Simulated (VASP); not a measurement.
Here is the system:

```
AlCo
1.0
    2.81628     0.00000     0.00000
    0.00000     2.81628     0.00000
    0.00000     0.00000     2.81628
Al Co
1 1
Direct
  0.50000   0.50000   0.50000
  0.00000   0.00000   0.00000
```

These are r2SCAN+rVV10, VASP's PBE PAW potentials (set 64) (plane waves; VASP) values and carry that method's errors. Numerical set-up: 520 eV cut-off, 14×14×14 Γ-centred mesh, tetrahedra with Blöchl corrections, potentials Al Co.

Question: Give the energies of bands 1 to 9 at the high-symmetry points, in eV from the Fermi level.

Answer: 
```tsv
band	Γ	X	M	R
1	-12.03	-7.35	-5.77	-4.50
2	-3.28	-7.31	-3.40	-4.50
3	-3.28	-2.60	-3.08	-4.50
4	-1.17	-2.10	-3.08	-0.20
5	-1.17	-2.10	-1.90	-0.20
6	-1.17	-1.05	-1.90	2.30
7	6.45	0.21	-0.24	2.30
8	6.45	8.71	2.59	2.30
9	6.45	11.26	3.74	5.16
```

It has no gap at this level: it comes out as a metal or semimetal.

The compound is CoAl in the CsCl type structure. It was relaxed first. The run is not spin-polarised, so no magnetic state was tried.
